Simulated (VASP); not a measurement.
OSZICAR of a VASP run on CdS (space group F-43m):

File OSZICAR:
```
       N       E                     dE             d eps       ncg     rms          rms(c)
DAV:   1     0.101735176137E+03    0.10174E+03   -0.81516E+03   520   0.104E+03
DAV:   2    -0.367567446532E+01   -0.10541E+03   -0.10150E+03   625   0.283E+02
DAV:   3    -0.789033515652E+01   -0.42147E+01   -0.42066E+01   595   0.597E+01
DAV:   4    -0.791956804669E+01   -0.29233E-01   -0.29229E-01   600   0.494E+00
DAV:   5    -0.791997248213E+01   -0.40444E-03   -0.40443E-03   605   0.558E-01    0.917E+00
DAV:   6    -0.743678536201E+01    0.48319E+00   -0.97086E-01   775   0.147E+01    0.703E+00
DAV:   7    -0.740934376645E+01    0.27442E-01   -0.17935E-01   545   0.356E+00    0.323E+00
DAV:   8    -0.740435422457E+01    0.49895E-02   -0.21087E-02   555   0.221E+00    0.274E-01
DAV:   9    -0.740387969368E+01    0.47453E-03   -0.29272E-03   600   0.963E-01    0.667E-02
DAV:  10    -0.740386211396E+01    0.17580E-04   -0.22735E-04   570   0.212E-01    0.612E-02
DAV:  11    -0.740387142035E+01   -0.93064E-05   -0.39594E-05   570   0.769E-02    0.305E-02
DAV:  12    -0.740386803043E+01    0.33899E-05   -0.26234E-05   708   0.753E-02    0.639E-03
DAV:  13    -0.740386787552E+01    0.15491E-06   -0.18203E-06   555   0.148E-02    0.184E-03
DAV:  14    -0.740386788836E+01   -0.12840E-07   -0.99823E-08   580   0.297E-03    0.851E-04
DAV:  15    -0.740386788899E+01   -0.62641E-09   -0.36465E-09   325   0.819E-04
   1 F= -.74038679E+01 E0= -.74038679E+01  d E =-.740387E+01
```

Which electronic solver shows in the log?

It is blocked Davidson (ALGO = Normal, or the opening steps of other solvers). The INCAR had ALGO = Normal.

Can the final energy be trusted as converged?

The run converged. It stopped with EDIFF = 1E-8, NELM = 100, NSW = 30 and EDIFFG = -0.001 after 1 ionic step (LDA (Ceperley-Alder, Perdew-Zunger), plane waves, VASP's LDA PAW potentials (set 64)).

The structure comes from a computed database's CdS entry (F-43m); how it stands against other phases isn't given here. It was relaxed first, which changed the volume by -6 %. The start is the result of an earlier pass.
